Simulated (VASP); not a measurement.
## SiNi (space group Pmmn): computed properties

Calculation: r2SCAN meta-GGA, VASP's PBE PAW potentials (set 64) (plane waves; VASP 6.6.1).

```yaml
space_group: Pmmn (59)
cell: a = 2.942 Å, b = 3.297 Å, c = 4.662 Å, α = 90.00°, β = 90.00°, γ = 90.00°
volume_per_atom: 11.31 Å³/atom
band gap (over mesh and band path): none (metal, semimetal or under 0.01 eV)
density: 6.37 g/cm³
```

NiSi has the orthorhombic space group Pmmn, origin choice 1 (No. 59), Pearson symbol oP4. Cell: a = 2.942 Å, b = 3.297 Å, c = 4.662 Å, α = β = γ = 90.00°. Si on 2a is surrounded by 6 Ni at 2.330–2.374 Å. Ni on 2a is coordinated by 6 Si at 2.330–2.374 Å and 4 Ni at 2.649 Å. (Neighbours: up to the widest gap in distance over summed covalent radii, below 1.35, at either atom; cation-cation and far metal-metal contacts left out.)

The structure comes from a computed database's SiNi entry (Pmmn); how it stands against other phases isn't given here. It was relaxed first. Symmetry was kept, so distortions that lower it aren't found. The run is not spin-polarised, so no magnetic state was tried.
